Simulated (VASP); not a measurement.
Output of a VASP run:

File OSZICAR:
```
...
DAV:   4    -0.436945063267E+02    0.81481E-04   -0.32666E-04  1664   0.894E-02    0.379E-02
DAV:   5    -0.436945071495E+02   -0.82272E-06   -0.15654E-05  1577   0.203E-02    0.155E-02
DAV:   6    -0.436945058635E+02    0.12860E-05   -0.45151E-06  1551   0.102E-02    0.733E-03
DAV:   7    -0.436945054764E+02    0.38706E-06   -0.21204E-06  1084   0.743E-03
  16 F= -.43694505E+02 E0= -.43694505E+02  d E =-.164353E-03
       N       E                     dE             d eps       ncg     rms          rms(c)
DAV:   1    -0.436945994664E+02   -0.93603E-04   -0.37390E-03  1504   0.394E-01    0.684E-02
DAV:   2    -0.436945321465E+02    0.67320E-04   -0.42609E-04  1836   0.119E-01    0.424E-02
DAV:   3    -0.436945171406E+02    0.15006E-04   -0.49026E-05  1738   0.386E-02    0.137E-02
DAV:   4    -0.436945117193E+02    0.54213E-05   -0.22951E-05  1677   0.238E-02    0.929E-03
DAV:   5    -0.436945119296E+02   -0.21035E-06   -0.99126E-07   984   0.551E-03
  17 F= -.43694512E+02 E0= -.43694512E+02  d E =-.170807E-03
       N       E                     dE             d eps       ncg     rms          rms(c)
DAV:   1    -0.436953185805E+02   -0.80686E-03   -0.19196E-02  1586   0.105E+00    0.267E-01
DAV:   2    -0.436947379755E+02    0.58061E-03   -0.51500E-03  1694   0.449E-01    0.123E-01
DAV:   3    -0.436945704693E+02    0.16751E-03   -0.82668E-04  1776   0.133E-01    0.314E-02
DAV:   4    -0.436945486634E+02    0.21806E-04   -0.11409E-04  1523   0.621E-02    0.191E-02
DAV:   5    -0.436945462786E+02    0.23848E-05   -0.13898E-05  1738   0.208E-02    0.179E-02
DAV:   6    -0.436945427823E+02    0.34963E-05   -0.53671E-06  1482   0.112E-02    0.338E-03
DAV:   7    -0.436945420719E+02    0.71034E-06   -0.10387E-06   793   0.658E-03
  18 F= -.43694542E+02 E0= -.43694542E+02  d E =-.301423E-04
       N       E                     dE             d eps       ncg     rms          rms(c)
DAV:   1    -0.436945469663E+02   -0.41840E-05   -0.11266E-04  1586   0.802E-02    0.208E-02
DAV:   2    -0.436945429654E+02    0.40009E-05   -0.30661E-05  1679   0.347E-02    0.995E-03
DAV:   3    -0.436945420569E+02    0.90851E-06   -0.48190E-06  1344   0.103E-02
  19 F= -.43694542E+02 E0= -.43694542E+02  d E =-.301273E-04
       N       E                     dE             d eps       ncg     rms          rms(c)
DAV:   1    -0.436945864699E+02   -0.43504E-04   -0.10913E-03  1586   0.251E-01    0.643E-02
DAV:   2    -0.436945496418E+02    0.36828E-04   -0.30855E-04  1695   0.110E-01    0.305E-02
DAV:   3    -0.436945401048E+02    0.95370E-05   -0.48960E-05  1576   0.322E-02    0.770E-03
DAV:   4    -0.436945391455E+02    0.95926E-06   -0.69004E-06  1303   0.155E-02
  20 F= -.43694539E+02 E0= -.43694539E+02  d E =-.272159E-04
       N       E                     dE             d eps       ncg     rms          rms(c)
DAV:   1    -0.436946770690E+02   -0.13696E-03   -0.50286E-03  1607   0.461E-01    0.897E-02
DAV:   2    -0.436946009558E+02    0.76113E-04   -0.65630E-04  1734   0.165E-01    0.463E-02
DAV:   3    -0.436945831946E+02    0.17761E-04   -0.70491E-05  1679   0.381E-02    0.166E-02
DAV:   4    -0.436945804865E+02    0.27081E-05   -0.15437E-05  1621   0.240E-02    0.154E-02
DAV:   5    -0.436945793530E+02    0.11334E-05   -0.69612E-07   863   0.504E-03    0.685E-03
DAV:   6    -0.436945786126E+02    0.74044E-06   -0.95112E-07   847   0.483E-03
  21 F= -.43694579E+02 E0= -.43694579E+02  d E =-.394671E-04
```

File OUTCAR:
```
------------------------ aborting loop because EDIFF is reached ----------------------------------------
  FORCE on cell =-STRESS in cart. coord.  units (eV):
  Direction    XX          YY          ZZ          XY          YZ          ZX
  --------------------------------------------------------------------------------------
  Total        0.0072808      0.0072808      0.0247765      0.0000000      0.0000000      0.0000000
  in kB        0.0974026      0.0974026      0.3314608      0.0000000      0.0000000      0.0000000
  external PRESSURE =       0.1754220 kB  Pullay stress =       0.0000000 kB
  volume of cell :      119.76
      direct lattice vectors                 reciprocal lattice vectors
     3.184522096  0.000000000  0.000000000     0.314018861  0.181298892  0.000000000
    -1.592261048  2.757876752 -0.000000000    -0.000000000  0.362597784  0.000000000
    -0.000000000 -0.000000000 13.636390706    -0.000000000  0.000000000  0.073333188
 POSITION                                       TOTAL-FORCE (eV/Angst)
 -----------------------------------------------------------------------------------
      1.59226      0.91929     10.22729         0.000000      0.000000     -0.000000
     -0.00000      1.83859      3.40910        -0.000000      0.000000     -0.000000
      1.59226      0.91929      4.97102        -0.000000     -0.000000     -0.007630
     -0.00000      1.83859     11.78922         0.000000      0.000000     -0.007630
     -0.00000      1.83859      8.66537        -0.000000      0.000000      0.007630
      1.59226      0.91929      1.84717         0.000000     -0.000000      0.007630
 -----------------------------------------------------------------------------------
    total drift:                               -0.003668      0.002118     -0.001185
  FREE ENERGIE OF THE ION-ELECTRON SYSTEM (eV)
  ---------------------------------------------------
  free  energy   TOTEN  =       -43.6945786126 eV

  energy  without entropy=      -43.6945786126  energy(sigma->0) =      -43.69457861

 reached required accuracy - stopping structural energy minimisation
```
(Selected blocks of OUTCAR.)

**POSCAR**
```
MoS2
1
    3.1600000000     0.0000000000     0.0000000000
   -1.5800000000     2.7366400000     0.0000000000
    0.0000000000     0.0000000000    12.3000000000
Mo S
2 4
Direct
  0.6666670000   0.3333330000   0.7500000000
  0.3333330000   0.6666670000   0.2500000000
  0.6666670000   0.3333330000   0.3790000000
  0.3333330000   0.6666670000   0.8790000000
  0.3333330000   0.6666670000   0.6210000000
  0.6666670000   0.3333330000   0.1210000000
```

Problem. Write an INCAR and KPOINTS that could have produced this output.

Solution. This is not unique; one that fits is the input of the run itself, PBE GGA, plane waves, VASP's PBE PAW potentials (set 64).

**INCAR**
```
ENCUT  =  480   # plane-wave cut-off (eV)
EDIFF  =  1E-6
ISMEAR  =  0   # Gaussian
IBRION  =  2   # conjugate gradients
ALGO  =  Normal   # blocked Davidson
LMAXMIX  =  4
LWAVE  =  .False.
SYSTEM  =  MoS2
PREC  =  Accurate
NELM  =  100   # most electronic steps
NSW  =  60   # most ionic steps
LCHARG  =  .False.
ISIF  =  3
GGA  =  PE
EDIFFG  =  -0.01   # ionic stop
LREAL  =  .False.   # projection in real space or not
LASPH  =  .True.   # aspherical one-centre terms
SIGMA  =  0.05   # width (eV)
```

File KPOINTS:
```
Automatic
0
Gamma
9 9 2
0 0 0
```

POTCAR, in this order: Mo_sv S (PBE.64 set). Program: vasp_std.

Energy and stress use the plane-wave basis of the starting cell. Without a dispersion term in the relaxation, distances and binding between the weakly bound layers, chains or molecules are unreliable, and so is what depends on them.

The compound is MoS2 in the 2H layered structure. This run relaxes it. Symmetry was kept, so distortions that lower it aren't found.
